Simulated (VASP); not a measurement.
Here is the system:

```
CELL_PARAMETERS angstrom
      4.10587     0.00000     0.00000
      0.00000     4.06074     0.00000
      0.00000     0.00000     4.19958
ATOMIC_POSITIONS crystal
  Sc 0.00000 0.00000 0.00000
  Al 0.00000 0.50000 0.50000
  Al 0.50000 0.00000 0.50000
  Al 0.50603 0.50000 0.00000
```

The numbers are results of r2SCAN meta-GGA, VASP's PBE PAW potentials (set 64) (plane waves; VASP), not measurements. Numerical set-up: 400 eV cut-off, 7×7×7 Γ-centred mesh, first-order Methfessel-Paxton smearing of 0.10 eV, potentials Sc_sv Al.

Task: Which forces act on the atoms, in eV/Å?

Result: 
```
atom      Fx     Fy     Fz
----  ------  -----  -----
Sc1    0.122  0.000  0.000
Al2    0.037  0.000  0.000
Al3    0.007  0.000  0.000
Al4   -0.166  0.000  0.000
```

Task: Give the stress tensor in GPa (positive for a compressed cell).

Result: 
```
-1.58   0.00   0.00
 0.00  -0.50   0.00
 0.00   0.00  -5.07
```
The pressure is its mean diagonal, -2.38 GPa.

The compound is Al3Sc in the L1_2 structure. The cell was not relaxed at this level, atoms are displaced from their ideal sites. The run is one of a series of settings (GGA removed, LMIXTAU = .TRUE., METAGGA = R2SCAN against the base run), some of them coarse on purpose.
